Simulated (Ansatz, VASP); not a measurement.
# Ba2C: VASP beside Ansatz

```xyz
3
Lattice="0.0000 3.6854 3.6854 3.6854 0.0000 3.6854 3.6854 3.6854 0.0000" Properties=species:S:1:pos:R:3 pbc="T T T"
C     0.0000    0.0000    0.0000
Ba    1.8427    1.8427    1.8427
Ba    5.5281    5.5281    5.5281
```

Alike in both runs: task relaxation of cell and atoms; functional PBE; k mesh 10 × 10 × 10; occupations fermi-dirac, width 0.05 eV; no spin polarisation.

```csv
,VASP,Ansatz
version,VASP 6.6.1,Ansatz 0.2.0
potentials or method,"VASP PAW PBE potentials, release 64 (C, Ba_sv)","PAW with Ansatz's default frozen-core files, scalar-relativistic"
plane-wave cutoff (eV),600,420
valence electrons in the cell,24,24
```

|  | VASP | Ansatz | Ansatz less VASP |
| --- | --- | --- | --- |
| relaxed volume (Å³/atom) | 30.03 | 29.06 | -0.966 |
| relaxed cell length with the largest relative difference (Å) | 5.032 | 4.977 | -0.0545 |
| energy change over the relaxation (meV/atom) | -32 | -53 | -21.0 |

One of these differences is far larger than is usual between the two programs; its cause wasn't traced.

The runs have no spin-orbit coupling, so splittings on Ba are missing.
